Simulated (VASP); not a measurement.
```xyz
4
Lattice="4.2443 0.0000 0.0000 0.0000 5.0139 0.0000 0.0000 0.0000 17.1228" Properties=species:S:1:pos:R:3 pbc="T T T"
Cd     3.1832     4.3736    10.1228
Cd     1.0611     1.8667     7.0000
Te     1.0611     2.5185     9.7761
Te     3.1832     0.0115     7.3467
```

Calculation: PBE GGA, VASP's PBE PAW potentials (set 64) (plane waves; VASP 6.6.1). Settings: 300 eV cut-off, 3×3×1 Γ-centred mesh, Gaussian smearing of 0.050 eV, potentials Cd Te.

The cell holds a wide vacuum, so values per volume refer to the whole cell. Unless said otherwise, spin-orbit coupling is left out, though it shifts the bands of the heavy elements here.

Problem. Estimate the energy per atom (σ→0), band gap (on the k-mesh) with the smallest direct gap where there is one.

Solution. 
```json
{
  "band gap (on the k-mesh)": "none (metal, semimetal or under 0.01 eV)",
  "energy per atom (σ→0)": "-1.843 eV/atom"
}
```

The absolute energy has meaning only against runs of the same code, potentials and settings.

The cell is a sheet with vacuum, built from a generated structure.
